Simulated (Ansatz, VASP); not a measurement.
# Cu2W: VASP beside Ansatz

```xyz
3
Lattice="4.1542 0.0000 0.0000 -2.0771 3.5976 0.0000 0.0000 0.0000 2.6791" Properties=species:S:1:pos:R:3 pbc="T T T"
Cu    0.0000    2.3984    0.0000
Cu    2.0771    1.1992    0.0000
W     0.0000    0.0000    1.3396
```

Alike in both runs: functional PBE; k mesh 6 × 6 × 4; occupations gaussian, width 0.1 eV; no spin polarisation.

Ansatz relaxed the structure, and its values are those at the end. VASP's run is a single point on that final structure, the one shown.

```csv
,VASP,Ansatz
version,VASP 6.6.1,Ansatz 0.2.0
potentials or method,"VASP PAW PBE potentials, release 64 (Cu, W_sv)","scalar-relativistic, plane waves, PAW"
plane-wave cutoff (eV),520,420
valence electrons in the cell,36,52
```

VASP gave:

* gap on the k mesh at the Fermi level (eV): none
* pressure (GPa): 0.6

What did Ansatz give for the same quantities?

gap on the k mesh at the Fermi level (eV): none; pressure (GPa): 0.0.

A gap of «none» marks a metal or a gap that the smearing closes. With one functional, cell and mesh, what is left measures potentials, basis and numerics. The two sets of potentials don't hold the same shells in valence.

Caveats: the k mesh is coarse (spacing up to 0.59 Å⁻¹), so the values aren't converged. Spin-orbit coupling is left out, which matters for the levels of W.
